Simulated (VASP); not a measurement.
**TaGe (relaxed from the NiAs structure, space group P6_3/mmc): computed properties**

The numbers are results of PBEsol GGA, VASP's PBE PAW potentials (set 64) (plane waves; VASP), not measurements.

```yaml
space_group: P6_3/mmc (194)
cell: a = 3.0469 Å, b = 3.0469 Å, c = 8.1813 Å, α = 90.00°, β = 90.00°, γ = 120.00°
volume_per_atom: 16.44 Å³/atom
band gap (over mesh and band path): none (metal, semimetal or under 0.01 eV)
density: 12.80 g/cm³
```

```cif
data_Ge2Ta2
_chemical_formula_sum 'Ta2 Ge2'
_space_group_name_H-M_alt 'P63/mmc'
_space_group_IT_number 194
_space_group_name_Hall '-P 6c 2c'
_cell_length_a 3.04692
_cell_length_b 3.04692
_cell_length_c 8.18127
_cell_angle_alpha 90.000
_cell_angle_beta 90.000
_cell_angle_gamma 120.000
loop_
_atom_site_label
_atom_site_type_symbol
_atom_site_symmetry_multiplicity
_atom_site_Wyckoff_symbol
_atom_site_fract_x
_atom_site_fract_y
_atom_site_fract_z
_atom_site_occupancy
Ta1 Ta 2 a 0.00000 0.00000 0.00000 1
Ge1 Ge 2 c 0.33333 0.66667 0.25000 1
```

Unless said otherwise, spin-orbit coupling is left out, though it shifts the bands of the heavy elements here.

The structure was generated: TaGe was put into the NiAs type (P6_3/mmc), which need not be its known phase. It was relaxed first, which changed the volume by -23 %. Symmetry was kept, so distortions that lower it aren't found.
